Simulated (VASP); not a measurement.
Level of theory: LDA (Ceperley-Alder, Perdew-Zunger), VASP's LDA PAW potentials (set 64) (plane waves; VASP).

A VASP calculation is set up with these files.

### KPOINTS
```
Regular mesh
0
G
17 17 17
0 0 0
```

File POSCAR:
```
Li
1
   -1.4868510394     1.4868510394     1.4868510394
    1.4868510394    -1.4868510394     1.4868510394
    1.4868510394     1.4868510394    -1.4868510394
Li
1
Direct
  0.0000000000   0.0000000000   0.0000000000
```

INCAR:
```
ENCUT = 620
LCHARG = .FALSE.
EDIFF = 1E-6   ! SCF stop (eV)
ISMEAR = 1   ! Methfessel-Paxton
NELM = 100   ! most electronic steps
EDIFFG = -0.02
LASPH = .TRUE.   ! aspherical one-centre terms
LREAL = .FALSE.
PREC = Accurate
NSW = 40   ! most ionic steps
SYSTEM = Li
LWAVE = .FALSE.
ALGO = Normal   ! blocked Davidson
IBRION = 2
PSTRESS = 200
ISIF = 3   ! ions, shape and volume
SIGMA = 0.1   ! width (eV)
```

POTCAR, in this order: Li_sv (LDA.64 set). Program: vasp_std.

Energy and stress use the plane-wave basis of the starting cell.

Question: Predict the energy per atom (σ→0), volume per atom, band gap (on the k-mesh).

Answer: 
```
Quantity                                                    Result
------------------------  ----------------------------------------
energy per atom (σ→0)                               -1.706 eV/atom
band gap (on the k-mesh)  none (metal, semimetal or under 0.01 eV)
volume per atom                                      11.02 Å³/atom
```

### OSZICAR
```
...
DAV:   6    -0.171422947352E+01    0.94263E-07   -0.11459E-06  1270   0.146E-02
   3 F= -.32975841E+00 E0= -.32974048E+00  d E =-.732305E-01
       N       E                     dE             d eps       ncg     rms          rms(c)
DAV:   1    -0.170614295661E+01    0.80866E-02   -0.38265E-03  1965   0.662E-01    0.112E-01
DAV:   2    -0.170608757347E+01    0.55383E-04   -0.19280E-04  1995   0.140E-01    0.666E-02
DAV:   3    -0.170605392709E+01    0.33646E-04   -0.97568E-05  2655   0.665E-02    0.101E-02
DAV:   4    -0.170605341507E+01    0.51201E-06   -0.17944E-06  1485   0.194E-02
   4 F= -.32984723E+00 E0= -.32983155E+00  d E =-.733193E-01
```

The compound is Li in the bcc structure. This run relaxes it under an external pressure of 20 GPa. Symmetry was kept, so distortions that lower it aren't found.
